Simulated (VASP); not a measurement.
Consider the following.

```xyz
6
Lattice="4.6397 0.0000 0.0000 0.0000 4.6397 0.0000 0.0000 0.0000 3.0938" Properties=species:S:1:pos:R:3 pbc="T T T"
Zn     4.6397     4.6397     0.0000
Zn     2.3198     2.3198     1.5469
F      1.4069     1.4069     0.0000
F      3.7267     0.9130     1.5469
F      0.9130     3.7267     1.5469
F      3.2328     3.2328     3.0938
```

Level of theory: LDA (Ceperley-Alder, Perdew-Zunger), VASP's LDA PAW potentials (set 64) (plane waves; VASP 6.6.1). Settings: 520 eV cut-off, Gaussian smearing of 0.050 eV, potentials Zn F.

Q: Give the energies of bands 15 to 28 at the high-symmetry points, in eV from the valence-band maximum.

A: 
```csv
band,Γ,X,M,Z,R,A
15,-3.12,-2.89,-3.11,-3.08,-3.17,-3.00
16,-3.12,-2.89,-3.11,-3.08,-3.17,-3.00
17,-3.07,-2.40,-2.92,-3.00,-3.00,-2.74
18,-2.59,-2.40,-2.92,-3.00,-3.00,-2.74
19,-2.28,-2.19,-2.47,-1.91,-2.46,-1.66
20,-1.74,-2.19,-2.47,-1.91,-2.46,-1.66
21,-1.73,-1.78,-1.63,-1.50,-2.01,-1.66
22,-1.73,-1.78,-1.63,-1.50,-2.01,-1.66
23,-1.34,-0.69,-1.38,-1.38,-1.45,-1.33
24,-0.39,-0.69,-1.38,-1.38,-1.45,-1.33
25,-0.39,-0.48,-0.40,-1.33,-0.08,-0.85
26,0.00,-0.48,-0.40,-1.33,-0.08,-0.85
27,3.39,6.07,7.08,8.29,8.86,8.12
28,9.38,6.07,7.08,8.29,8.86,8.12
```

The gap is direct, 3.39 eV, from the valence maximum at Γ to the conduction minimum at Γ.

Measured: gap 7.50 eV (computed value off by -4.11 eV), as given by Dominik Kurzydłowski et al., Inorganic Chemistry (2020), arXiv:1912.01850 [midpoint of the printed range].

The compound is ZnF2 in the rutile structure. It was relaxed first.
